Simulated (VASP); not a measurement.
VASP runs on CdSiP$_{2}$ (space group I-42d) share one base input (PBE GGA, plane waves, VASP's PBE PAW potentials (set 64)) and change the settings named in each case.

**INCAR**
```
ALGO = Normal
EDIFF = 1E-6
ENCUT = 300
GGA = PE
ISIF = 2
ISMEAR = 0
LASPH = .True.
LCHARG = .False.
LMAXMIX = 4
LREAL = .False.
LWAVE = .False.
NELM = 100
PREC = Accurate
SIGMA = 0.136
SYSTEM = CdSiP2
```

KPOINTS:
```
kpoints
0
Gamma
  5 5 5
```

### POSCAR
```
CdSiP2
1
   -2.7524950000     2.7524950000     5.4243240000
    2.7524950000    -2.7524950000     5.4243240000
    2.7524950000     2.7524950000    -5.4243240000
Cd Si P
2 2 4
Direct
  0.7500000000   0.2500000000   0.5000000000
  0.0000000000   0.0000000000   0.0000000000
  0.2500000000   0.7500000000   0.5000000000
  0.5000000000   0.5000000000   0.0000000000
  0.1324000000   0.1250000000   0.5074000000
  0.6176000000   0.6250000000   0.4926000000
  0.3750000000   0.8676000000   0.9926000000
  0.8750000000   0.3824000000   0.0074000000
```

POTCAR, in this order: Cd Si P (PBE.64 set). Program: vasp_std.

```csv
change,E(σ→0) (eV/atom),pressure (GPa)
base run,-4.2919,5.45
"GGA removed, POTCAR Cd Si P (LDA.64 set)",-4.9781,0.50
"GGA_COMPAT = .FALSE., LNONCOLLINEAR = .TRUE., LSORBIT = .TRUE., MAGMOM = 0.0 0.0 0.0 0.0 0.0 0.0 0.0 0.0 0.0 0.0 0.0 0.0 0.0 0.0 0.0 0.0 0.0 0.0 0.0 0.0 0.0 0.0 0.0 0.0, program vasp_ncl",-4.3005,5.39
KPOINTS 7×7×7 Γ-centred mesh,-4.2920,5.45
```
 Energies of different potentials or functionals have different zeros.  At 300 eV the pressure can carry a Pulay error.

Left out are runs that ran out of time, are held back, or changed the cell or the kind of run, fixed moments of cells without a moment, rows past the twelfth, gaps on odd meshes, pressures of charged cells and columns that move by less than the noise.

The structure was generated: CdSiP2 was put into an ordered model structure, which need not be its known phase. The cell was not relaxed at this level, its lattice was scaled by up to 2.5 %.
